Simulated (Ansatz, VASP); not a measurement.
# In3As3H8 (InAs wire along [110], 6 atoms a period, H-terminated): VASP beside Ansatz

Aim: how closely do two programs agree when they are given the same cell, functional and k mesh? The cell is taken from a series of runs on this material, whose earlier steps may have relaxed, scaled, displaced or heated it; both programs get it as it stands.

Method: plane waves, with VASP 6.6.1 beside it; PBE and r2SCAN, in Ansatz 0.2.0.

**1. Starting point**

The cell holds 14 atoms: 3 As, 8 H and 3 In. Cell: a = 13.365 Å, b = 14.084 Å, c = 4.517 Å, α = 90.0°, β = 90.0°, γ = 90.0°. Vacuum lies along a and b. The structure's axis is c.

Structure file:

```cif
data_structure
_symmetry_space_group_name_H-M 'P 1'
_symmetry_Int_Tables_number 1
_cell_length_a 13.3650
_cell_length_b 14.0840
_cell_length_c 4.5166
_cell_angle_alpha 90.000
_cell_angle_beta 90.000
_cell_angle_gamma 90.000
_cell_volume 850.16
loop_
_atom_site_label
_atom_site_type_symbol
_atom_site_fract_x
_atom_site_fract_y
_atom_site_fract_z
_atom_site_occupancy
As1 As 0.43619 0.66206 0.00000 1
As2 As 0.64618 0.50000 0.50000 1
As3 As 0.43619 0.33794 0.00000 1
H4 H 0.52728 0.72735 0.00000 1
H5 H 0.33040 0.16892 0.50000 1
H6 H 0.23208 0.37151 0.50000 1
H7 H 0.33040 0.83108 0.50000 1
H8 H 0.23208 0.62849 0.50000 1
H9 H 0.72146 0.41910 0.50000 1
H10 H 0.72146 0.58090 0.50000 1
H11 H 0.52728 0.27265 0.00000 1
In12 In 0.53202 0.50000 0.00000 1
In13 In 0.33104 0.29197 0.50000 1
In14 In 0.33104 0.70803 0.50000 1
```

**2. Ansatz: single point, PBE**

Ansatz runs on its PAW soft_1 files.

A single point takes one fixed geometry, so differences don't come from the geometry; what else differs is listed under the comparison.

The input, input.yaml:

```yaml
crystal:
  lattice:
    - [13.365, 0.0, 0.0]
    - [0.0, 14.084, 0.0]
    - [0.0, 0.0, 4.5165569847]
  atoms:
    - { symbol: As, position: [0.436192369, 0.662059291, 0.0] }
    - { symbol: H, position: [0.52728327, 0.727351785, 0.0] }
    - { symbol: In, position: [0.532017804, 0.5, 0.0] }
    - { symbol: H, position: [0.330404308, 0.168916, 0.5] }
    - { symbol: H, position: [0.232083771, 0.371510675, 0.5] }
    - { symbol: H, position: [0.330404308, 0.831084, 0.5] }
    - { symbol: H, position: [0.232083771, 0.628489325, 0.5] }
    - { symbol: In, position: [0.331037081, 0.291965026, 0.5] }
    - { symbol: In, position: [0.331037081, 0.708034974, 0.5] }
    - { symbol: As, position: [0.646179964, 0.5, 0.5] }
    - { symbol: H, position: [0.721461351, 0.419099463, 0.5] }
    - { symbol: H, position: [0.721461351, 0.580900537, 0.5] }
    - { symbol: As, position: [0.436192369, 0.337940709, 0.0] }
    - { symbol: H, position: [0.52728327, 0.272648215, 0.0] }
kpoints:
  mp_grid: { grid: [1, 1, 18] }
  band_path: { path: ["Γ", Z], npoints: 90 }
scf:
  occupations: { method: fermi_dirac, width: 0.05 }
hamiltonian:
  xc: pbe
  pseudopotentials: { kind: paw, azcp: { folder: soft_1 } }
output:
  dos: { e_range: [-5, 4] }
  write_potential: true
  write_density: true
  volumetric_format: npy
```

Command:

```sh
$ ansatz run input.yaml --threads 4 --pin off --max-ram 16384MiB --backend cpu --events-out ev --progress --plain --runs-dir out
```

Numbers of over 12 decimals in the logs are rounded to 6 here.

Output:

```text
Engine: ansatz 0.2.0, aarch64-unknown-linux-gnu
Pseudopotentials: kind: paw
Pseudopotential: As, paw, valence charge 15, recommended cutoff 420 eV (normal), soft_1/As.paw.azcp
Pseudopotential: H, paw, valence charge 1, recommended cutoff 420 eV (normal), soft_1/H.paw.azcp
Pseudopotential: In, paw, valence charge 13, recommended cutoff 420 eV (normal), soft_1/In.paw.azcp
Functional definition: PBE
  parameter kappa = 0.804
  parameter beta = 0.066725
  exchange = pbe_x(kappa = kappa, mu = beta*pi^2/3)
  correlation = pbe_c(beta = beta)
Crystal: 14 atoms, lattice volume = 850.164 Å³
Basis set: ecut = 420 eV, 16681 PW (Γ)
Bands: 60, of which v1, the nominal top of the filled ones, is band 46 counted from 1 (45 counted from 0)
Symmetry: 4 space group operations
Space group: Pmm2 (ITA 25), of the structure as read, at distance tolerance 9.5e-5 Å
k-points: 10 of 18
Non-local potential: As, projectors of the file, l = 0: 2, l = 1: 2, l = 2: 3, l = 3: 1
Non-local potential: H, projectors of the file, l = 0: 2, l = 1: 1
Non-local potential: In, projectors of the file, l = 0: 2, l = 1: 2, l = 2: 2, l = 3: 1
PAW form: soft (Blöchl's): semilocal exchange-correlation on the pseudo side does not see the compensation charge
PAW one-centre angular grid: As, 590 points (default); XC on 64 Gauss nodes
PAW one-centre angular grid: H, 110 points (default); XC on 64 Gauss nodes
PAW one-centre angular grid: In, 590 points (default); XC on 64 Gauss nodes
Initial density: superposition of atomic densities (neutral atoms: chi_scale 0, normalization atom)
Initial wavefunctions: pseudopotential atomic-orbital guess
Functional: x = pbe(κ = 0.804, μ = 0.219515), c = pbe(β = 0.066725)
SCF iter   1: F=—  HF=-31489.915138 eV  |F-HF|=—  |Δ(HF+E_count)|=         —  Δρ=2.96e-2  dr2=8.39e0  ethr=3.10e-3  ⟨swp⟩=7.4  Hψ=2716  notcnv=0  defer=7
preconditioner: auto → Resta (q_TF=auto, 1.883 Å⁻¹)  ε∞=1.6  [insulator: Δε(μ)=2.484 eV  Ē_g=13.262 eV  σ=0.050 eV  W_gap=1.00  n_scr=94 (ndim 8)  ℏωp=10.0 eV  f_vac=0.608  D(μ)=0.00/eV (n_scr^D=0)  ε∞_Penn≈1.6  vacuum switching on, ρ_ref=1.3e-2 e/Å³]
SCF iter   2: F=—  HF=-31487.510219 eV  |F-HF|=—  |Δ(HF+E_count)|=    2.40e0  Δρ=1.13e-2  dr2=1.18e0  ethr=3.10e-3  ⟨swp⟩=3.5  Hψ=1169  notcnv=0  defer=80
SCF iter   3: F=—  HF=-31487.244308 eV  |F-HF|=—  |Δ(HF+E_count)|=   2.66e-1  Δρ=3.45e-3  dr2=2.49e-1  ethr=1.29e-3  ⟨swp⟩=3.3  Hψ=928  notcnv=0  defer=82
SCF iter   4: F=—  HF=-31487.191018 eV  |F-HF|=—  |Δ(HF+E_count)|=   5.33e-2  Δρ=1.11e-3  dr2=1.47e-2  ethr=2.71e-4  ⟨swp⟩=4.2  Hψ=801  notcnv=0  defer=82
SCF iter   5: F=—  HF=-31487.190628 eV  |F-HF|=—  |Δ(HF+E_count)|=   3.90e-4  Δρ=4.17e-4  dr2=1.14e-3  ethr=1.60e-5  ⟨swp⟩=2.9  Hψ=959  notcnv=0  defer=82
SCF iter   6: F=—  HF=-31487.191004 eV  |F-HF|=—  |Δ(HF+E_count)|=   3.76e-4  Δρ=1.23e-4  dr2=1.38e-4  ethr=1.24e-6  ⟨swp⟩=2.0  Hψ=690  notcnv=0  defer=82
SCF iter   7: F=—  HF=-31487.191059 eV  |F-HF|=—  |Δ(HF+E_count)|=   5.46e-5  Δρ=3.79e-5  dr2=2.08e-5  ethr=1.50e-7  ⟨swp⟩=2.0  Hψ=734  notcnv=0  defer=82
SCF iter   8: F=—  HF=-31487.191128 eV  |F-HF|=—  |Δ(HF+E_count)|=   6.88e-5  Δρ=9.10e-6  dr2=7.47e-7  ethr=2.26e-8  ⟨swp⟩=2.1  Hψ=700  notcnv=0  defer=82
SCF iter   9: F=-31487.191129 eV  HF=-31487.191128 eV  |F-HF|=4.66e-8  |Δ(HF+E_count)|=   6.49e-7  Δρ=2.87e-6  dr2=8.11e-8  ethr=1.09e-10  ⟨swp⟩=14.9  Hψ=3162  notcnv=0
SCF 1 converged in 9 iterations: F = -31487.191129 eV  dr2 = 8.11e-8
  greatest PAW one-centre occupation: 0.999 electrons in one spin orbital (limit 2), on the As atom at site 9 (counted from 0), in its partial waves of l = 2
NSCF: frozen V_eff on 91 k-points
WARN: The output density's exchange-correlation potential varies sharply where the density is thin. Do not read a vacuum level from v_tot or v_xc, or from such a field of the output density. On a cell that repeats whose density bears no net charge and no dipole along the vacuum's axis use v_es (v_loc + v_h of the components); under efield.dipole_correction with no amplitude use v_es + v_field, which holds any externa [...]
SCF converged after 9 iterations
Free energy (F): -31487.191129 eV
Harris-Foulkes:  -31487.191128 eV  (|F-HF|=4.66e-8)
Internal energy: -31487.191129 eV  (E = F + TS)
E sigma→0 (E₀):  -31487.191129 eV
Fermi energy:    -1.927684 eV
--- Per-component energies (eV) ---
  E_band       = -1833.385520
  E_kinetic    = 1047.632055
  E_local      = -30745.366783  (includes V_loc(G=0)·N_el)
  E_nonlocal   = -193.941318
  E_hartree    = 14904.427577
  E_xc         = -705.240576
  E_vxc        = -573.034206  (∫ρ·V_xc dr)
  E_paw        = -18674.737836  (= ΣΔE_a)
  E_vpaw       = -1177.492652  (= ΣTr[D̂ρ^β])
  E_aug_tail   = -0.006709  (compensation charges beyond the density's cutoff)
  E_ewald      = 2880.042462
  E_smearing   = -0.000000  (= −TS)
  E_closure    = 0.000000  (closes the sum)
  Σ components = -31487.191129   (vs F -31487.191129, Δ=0.00e0)
--- Band table (eV; the first three rows and the last of 10) ---
  k-point 0: bands = [... 42 lower, -4.1016, -3.5441, -3.0954, -3.0133, -0.8692, -0.1095, -0.0487, 1.0079, ... 10 higher]
  k-point 1: bands = [... 42 lower, -3.9860, -3.5850, -3.1392, -3.0667, -0.7651, 0.0103, 0.0637, 1.0021, ... 10 higher]
  k-point 2: bands = [... 42 lower, -3.9752, -3.7055, -3.2277, -3.1820, -0.5085, 0.3190, 0.3332, 0.9727, ... 10 higher]
  k-point 9: bands = [... 42 lower, -4.2691, -4.2091, -3.8655, -3.8163, -0.0345, 0.4706, 0.9902, 1.0952, ... 10 higher]
```

In the SCF lines HF is the Harris–Foulkes energy and dr2 the Hartree energy of the density residual, in eV; the loop may stop once dr2 is under the threshold and the program's other checks hold. Hψ counts applications of the Hamiltonian.

**3. VASP: single point, PBE**

The same cell, functional, mesh and smearing now go to VASP, with its own data sets.

Lines of VASP's logs that name or quote its potential files are left out, and so is its time.

The input, INCAR:

```
SYSTEM = In3As3H8
PREC = Accurate
ENCUT = 400
EDIFF = 1E-06
NELM = 120
ISMEAR = -1
SIGMA = 0.05
LREAL = .FALSE.
ALGO = Normal
GGA = PE
NBANDS = 45
LORBIT = 11
LWAVE = .FALSE.
LCHARG = .FALSE.
ISIF = 2
LASPH = .TRUE.
GGA_COMPAT = .FALSE.
EFERMI = MIDGAP
KPAR = 4
```

The input, POSCAR:

```
In3As3H8
1.0
   13.3650000000      0.0000000000      0.0000000000
    0.0000000000     14.0840000000      0.0000000000
    0.0000000000      0.0000000000      4.5165569847
As H In
3 8 3
Direct
    0.4361923690      0.6620592910      0.0000000000
    0.6461799640      0.5000000000      0.5000000000
    0.4361923690      0.3379407090      0.0000000000
    0.5272832700      0.7273517850      0.0000000000
    0.3304043080      0.1689160000      0.5000000000
    0.2320837710      0.3715106750      0.5000000000
    0.3304043080      0.8310840000      0.5000000000
    0.2320837710      0.6284893250      0.5000000000
    0.7214613510      0.4190994630      0.5000000000
    0.7214613510      0.5809005370      0.5000000000
    0.5272832700      0.2726482150      0.0000000000
    0.5320178040      0.5000000000      0.0000000000
    0.3310370810      0.2919650260      0.5000000000
    0.3310370810      0.7080349740      0.5000000000
```

The input, KPOINTS:

```
Automatic mesh
0
Gamma
1 1 18
0 0 0
```

Potentials, in the order of the species: As, H and In_d (PBE family, release 64).

Command:

```sh
$ mpirun -np 4 vasp_std
```

Output:

```text
[banner, memory and clock lines left out]
running    4 mpi-ranks, on    1 nodes
 distrk:  each k-point on    1 cores,    4 groups
 distr:  one band on    1 cores,    1 groups

 POSCAR found type information on POSCAR AsH In
 POSCAR found :  3 types and      14 ions
 LDA part: xc-table for (Slater+PW92), standard interpolation
 POSCAR, INCAR and KPOINTS ok, starting setup
 FFT: planning ... GRIDC
 FFT: planning ... GRID_SOFT
 FFT: planning ... GRID
 WAVECAR not read
 entering main loop
       N       E                     dE             d eps       ncg     rms          rms(c)
DAV:   1     0.382015060772E+03    0.38202E+03   -0.20170E+04  1076   0.842E+02
DAV:   2    -0.743238912596E+01   -0.38945E+03   -0.38037E+03  1094   0.242E+02
DAV:   3    -0.478324163714E+02   -0.40400E+02   -0.40147E+02  1112   0.104E+02
DAV:   4    -0.495505696913E+02   -0.17182E+01   -0.17153E+01  1176   0.258E+01
DAV:   5    -0.496050634713E+02   -0.54494E-01   -0.54489E-01  1384   0.371E+00    0.115E+01
DAV:   6    -0.474228258610E+02    0.21822E+01   -0.16577E+00  1291   0.142E+01    0.629E+00
DAV:   7    -0.467931440433E+02    0.62968E+00   -0.29982E+00  1376   0.840E+00    0.157E+00
DAV:   8    -0.467775363813E+02    0.15608E-01   -0.38996E-01  1272   0.477E+00    0.108E+00
DAV:   9    -0.467707758199E+02    0.67606E-02   -0.20824E-02  1360   0.107E+00    0.751E-01
DAV:  10    -0.467608424622E+02    0.99334E-02   -0.12613E-02  1184   0.588E-01    0.187E-01
DAV:  11    -0.467585732396E+02    0.22692E-02   -0.51771E-03  1352   0.394E-01    0.139E-01
DAV:  12    -0.467593003569E+02   -0.72712E-03   -0.12729E-03  1121   0.168E-01    0.894E-02
DAV:  13    -0.467600282900E+02   -0.72793E-03   -0.11092E-03  1071   0.123E-01    0.105E-01
DAV:  14    -0.467606803781E+02   -0.65209E-03   -0.42550E-04  1222   0.812E-02    0.400E-02
[...]
DAV:  18    -0.467625692027E+02   -0.36872E-03   -0.25025E-05  1012   0.127E-02    0.413E-03
DAV:  19    -0.467626702271E+02   -0.10102E-03   -0.56189E-06  1003   0.803E-03    0.465E-03
DAV:  20    -0.467627026619E+02   -0.32435E-04   -0.16458E-06  1000   0.532E-03    0.157E-03
DAV:  21    -0.467627304422E+02   -0.27780E-04   -0.19339E-06   863   0.308E-03    0.199E-03
DAV:  22    -0.467627370903E+02   -0.66481E-05   -0.48175E-07   843   0.250E-03    0.539E-04
DAV:  23    -0.467627387187E+02   -0.16284E-05   -0.94006E-08   835   0.147E-03    0.484E-04
DAV:  24    -0.467627397335E+02   -0.10148E-05   -0.11183E-07   786   0.897E-04    0.197E-04
DAV:  25    -0.467627398653E+02   -0.13181E-06   -0.15329E-08   803   0.554E-04
   1 F= -.46762740E+02 E0= -.46762740E+02  d E =-.216390E-09
```

OUTCAR, selected parts (step 3):

```text
ion  position               nearest neighbor table
   1  0.436  0.662  0.000-   4 1.53  12 2.62  14 2.74  14 2.74
   2  0.646  0.500  0.500-   9 1.52  10 1.52  12 2.73  12 2.73
   3  0.436  0.338  0.000-  11 1.53  12 2.62  13 2.74  13 2.74
   4  0.527  0.727  0.000-   1 1.53
   5  0.330  0.169  0.500-  13 1.73
   6  0.232  0.372  0.500-  13 1.73
   7  0.330  0.831  0.500-  14 1.73
   8  0.232  0.628  0.500-  14 1.73
   9  0.721  0.419  0.500-   2 1.52
  10  0.721  0.581  0.500-   2 1.52
  11  0.527  0.273  0.000-   3 1.53
  12  0.532  0.500  0.000-   1 2.62   3 2.62   2 2.73   2 2.73
  13  0.331  0.292  0.500-   5 1.73   6 1.73   3 2.74   3 2.74
  14  0.331  0.708  0.500-   7 1.73   8 1.73   1 2.74   1 2.74

  LATTYP: Found a simple orthorhombic cell.
 ALAT       =     4.5165569847
 B/A-ratio  =     2.9591124490
 C/A-ratio  =     3.1183045067

 Subroutine GETGRP returns: Found  4 space group operations
 (whereof  4 operations were pure point group operations)

The static configuration has the point symmetry C_2v.

 Found     10 irreducible k-points:

   k-points           NKPTS =     10   k-points in BZ     NKDIM =     10   number of bands    NBANDS=     45

   dimension x,y,z NGX =    90 NGY =   96 NGZ =   30
   dimension x,y,z NGXF=   180 NGYF=  192 NGZF=   60

   ENCUT  =  400.0 eV  29.40 Ry    5.42 a.u.  21.79 22.97  7.37*2*pi/ulx,y,z

   NELECT =      62.0000    total number of electrons

 k-points in reciprocal lattice and weights: Automatic mesh
   0.00000000  0.00000000  0.00000000       0.056
   0.00000000  0.00000000  0.05555556       0.111
   0.00000000  0.00000000  0.11111111       0.111
   0.00000000  0.00000000  0.16666667       0.111
   0.00000000  0.00000000  0.22222222       0.111
   0.00000000  0.00000000  0.27777778       0.111
   0.00000000  0.00000000  0.33333333       0.111
   0.00000000  0.00000000  0.38888889       0.111
   0.00000000  0.00000000  0.44444444       0.111
   0.00000000  0.00000000  0.50000000       0.056

 average (electrostatic) potential at core
       1 -56.9236       2 -57.8361       3 -56.9236       4 -40.0892       5 -38.1822
       6 -38.1341       7 -38.1822       8 -38.1341       9 -40.8809      10 -40.8809
      11 -40.0892      12-104.2226      13-103.2580      14-103.2580

 E-fermi :  -2.5839

 k-point     1 :       0.0000    0.0000    0.0000
  band No.  band energies     occupation
    ...
     27      -4.7976      2.00000
     28      -4.7321      2.00000
     29      -4.1816      2.00000
     30      -3.7371      2.00000
     31      -3.6553      2.00000
     32      -1.5125      0.00000
     33      -0.7560      0.00000
     34      -0.6962      0.00000
     35       0.3634      0.00000
     36       0.5693      0.00000
    ...

 k-point     2 :       0.0000    0.0000    0.0556
  band No.  band energies     occupation
    ...
     27      -4.8456      2.00000
     28      -4.6223      2.00000
     29      -4.2231      2.00000
     30      -3.7806      2.00000
     31      -3.7086      2.00000
     32      -1.4079      0.00000
     33      -0.6359      0.00000
     34      -0.5833      0.00000
     35       0.3574      0.00000
     36       0.5808      0.00000
    ...

 k-point     3 :       0.0000    0.0000    0.1111
  band No.  band energies     occupation
    ...
     27      -4.8649      2.00000
     28      -4.6126      2.00000
     29      -4.3448      2.00000
     30      -3.8680      2.00000
     31      -3.8233      2.00000
     32      -1.1501      0.00000
     33      -0.3264      0.00000
     34      -0.3128      0.00000
     35       0.3273      0.00000
     36       0.6309      0.00000
    ...

  Total       -0.3161670     -0.2333367     -0.4380948      0.0000000      0.0000000      0.0000000
  in kB       -0.5958332     -0.4397352     -0.8256123      0.0000000      0.0000000      0.0000000
  external PRESSURE =      -0.6203936 kB  Pullay stress =       0.0000000 kB

  energy-cutoff  :      400.00
  volume of cell :      850.16
      direct lattice vectors                 reciprocal lattice vectors
    13.365000000  0.000000000  0.000000000     0.074822297  0.000000000  0.000000000
     0.000000000 14.084000000  0.000000000     0.000000000  0.071002556  0.000000000
     0.000000000  0.000000000  4.516556985     0.000000000  0.000000000  0.221407591

 POSITION                                       TOTAL-FORCE (eV/Angst)
 -----------------------------------------------------------------------------------
      5.82971      9.32444      0.00000        -0.056170     -0.033021     -0.000000
      8.63620      7.04200      2.25828        -0.118606     -0.000000     -0.000000
      5.82971      4.75956      0.00000        -0.056170      0.033021     -0.000000
      7.04714     10.24402      0.00000         0.059973      0.046360     -0.000000
      4.41585      2.37901      2.25828         0.004224      0.020886     -0.000000
      3.10180      5.23236      2.25828         0.017670     -0.012786      0.000000
      4.41585     11.70499      2.25828         0.004224     -0.020886     -0.000000
      3.10180      8.85164      2.25828         0.017670      0.012786     -0.000000
      9.64233      5.90260      2.25828         0.060988     -0.068541     -0.000000
      9.64233      8.18140      2.25828         0.060988      0.068541     -0.000000
      7.04714      3.83998      0.00000         0.059973     -0.046360     -0.000000
      7.11042      7.04200      0.00000        -0.006663     -0.000000     -0.000000
      4.42431      4.11204      2.25828        -0.024051     -0.005640      0.000000
      4.42431      9.97196      2.25828        -0.024051      0.005640     -0.000000
 -----------------------------------------------------------------------------------
    total drift:                                0.001025      0.000000     -0.000003

  FREE ENERGIE OF THE ION-ELECTRON SYSTEM (eV)
  ---------------------------------------------------
  free  energy   TOTEN  =       -46.7627398653 eV

  energy  without entropy=      -46.7627398651  energy(sigma->0) =      -46.76273987

 total charge
# of ion       s       p       d       tot
------------------------------------------
    1        1.209   1.579   0.034   2.822
    2        1.202   1.613   0.051   2.867
    3        1.209   1.579   0.034   2.822
    4        0.534   0.017   0.000   0.550
    5        0.511   0.007   0.000   0.518
    6        0.513   0.007   0.000   0.520
    7        0.511   0.007   0.000   0.518
    8        0.513   0.007   0.000   0.520
    9        0.534   0.017   0.000   0.551
   10        0.534   0.017   0.000   0.551
   11        0.534   0.017   0.000   0.550
   12        0.854   0.689   9.877  11.420
   13        0.852   0.794   9.874  11.520
   14        0.852   0.794   9.874  11.520
--------------------------------------------------
tot         10.361   7.144  29.744  47.249

[... 3 further parts left out ...]
```

**4. Differences**

Known differences besides the potentials themselves: the data sets hold 92 valence electrons in Ansatz (on its PAW soft_1 files) and 62 in VASP; the cutoff is 420 eV in Ansatz and 400 eV in VASP. Total energies have different zeros and are not compared.

The two programs side by side:

```csv
quantity,Ansatz,VASP,difference
gap on the k mesh (eV),2.144,2.143,+0.001
```

A gap on the mesh is an upper bound, since the band edges may lie between its points.

[end of part 1 of 2]

[Lines on the potential files, build, host, timing and source positions are cut from VASP's logs without a mark.]

[Logs are printed without paths, hosts, clocks, repeated set-up lines and the standing remarks that a program may print on its own settings, such as how far it seeks lower states.]

[Hosts, paths, dates, database ids (printed as entryN), source tags and the programs' standing remarks are cut or masked in the printed files.]
